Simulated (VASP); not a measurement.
Data:

```xyz
3
Lattice="3.7009 0.0000 0.0000 -1.8505 3.2051 0.0000 0.0000 0.0000 6.6707" Properties=species:S:1:pos:R:3 pbc="T T T"
Sn     0.0000     0.0000     0.0000
S      0.0000     2.1367     1.4783
S      1.8505     1.0684     5.1924
```

Method: PBE GGA, VASP's PBE PAW potentials (set 64) (plane waves; VASP 6.6.1). Run with 400 eV cut-off, 6×6×3 Γ-centred mesh, Gaussian smearing of 0.050 eV, potentials Sn_d S.

Without a dispersion term in the relaxation, distances and binding between the weakly bound layers, chains or molecules are unreliable, and so is what depends on them.

### Question
What does the run give for the energy per atom (σ→0)?

### Answer

- energy per atom (σ→0): -4406 meV/atom

Only differences to runs with the same potentials and settings are physical.

The structure comes from a computed database's SnS2 entry (P-3m1); how it stands against other phases isn't given here. It was relaxed first, which changed the volume by +9 %. The start is the result of an earlier pass.
